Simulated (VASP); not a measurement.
Energy against volume of InSb (zinc blende). Level of theory: revTPSS meta-GGA, VASP's PBE PAW potentials (set 64) (plane waves; VASP 6.6.1). Run with 520 eV cut-off, 10×10×10 Γ-centred mesh, first-order Methfessel-Paxton smearing of 0.10 eV, potentials In_d Sb.

```tsv
V (Å³/atom)	E (eV/atom)
34.007	14.57031
35.059	14.56456
36.111	14.56710
37.163	14.57658
```

Task: Fit these four points and predict the energy of the run at 32.956 Å³/atom.

Result: A cubic in V^(−2/3), the third-order Birch-Murnaghan form, passes through the four points with V0 = 35.23 Å³/atom and B0 = 41 GPa, and gives 14.5860 eV/atom there. The run gave 14.5858 eV/atom, -0.1 meV/atom from the fit; all five points give B0 = 41 GPa.

The compound is InSb in the zinc blende structure. It was relaxed first.
